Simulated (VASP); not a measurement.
OSZICAR of a VASP run on AuZn (CsCl type):

**OSZICAR**
```
       N       E                     dE             d eps       ncg     rms          rms(c)
DAV:   1     0.122487050848E+03    0.12249E+03   -0.12013E+04  2639   0.202E+03
DAV:   2    -0.264825113172E+01   -0.12514E+03   -0.12113E+03  2646   0.343E+02
DAV:   3    -0.647326968096E+01   -0.38250E+01   -0.38160E+01  3024   0.691E+01
DAV:   4    -0.649721316063E+01   -0.23943E-01   -0.23941E-01  2982   0.468E+00
DAV:   5    -0.649747469289E+01   -0.26153E-03   -0.26153E-03  3122   0.504E-01    0.110E+01
DAV:   6    -0.594287562256E+01    0.55460E+00   -0.17981E+00  2639   0.170E+01    0.651E+00
DAV:   7    -0.590730757217E+01    0.35568E-01   -0.53116E-02  3388   0.437E+00    0.325E+00
DAV:   8    -0.589705067220E+01    0.10257E-01   -0.73891E-03  2901   0.107E+00    0.147E-01
DAV:   9    -0.589707390827E+01   -0.23236E-04   -0.32278E-04  2899   0.248E-01    0.530E-02
DAV:  10    -0.589708219163E+01   -0.82834E-05   -0.18543E-05  3404   0.763E-02    0.160E-02
DAV:  11    -0.589708218703E+01    0.46002E-08   -0.43669E-06  3038   0.392E-02    0.221E-03
DAV:  12    -0.589708217100E+01    0.16032E-07   -0.45131E-08  1694   0.595E-03
   1 F= -.58970822E+01 E0= -.58969066E+01  d E =-.526745E-03
```

Which electronic solver shows in the log?

It is blocked Davidson (ALGO = Normal, or the opening steps of other solvers). The INCAR had ALGO = Normal.

Can the final energy be trusted as converged?

The run converged. It stopped with EDIFF = 1E-7, NELM = 100 (PBEsol GGA, plane waves, VASP's PBE PAW potentials (set 64)).

The compound is AuZn in the CsCl type structure. This cell is one point of a volume scan, at 0.94 of the reference volume. The electron count is odd and the run is not spin-polarised, which forces a metal.
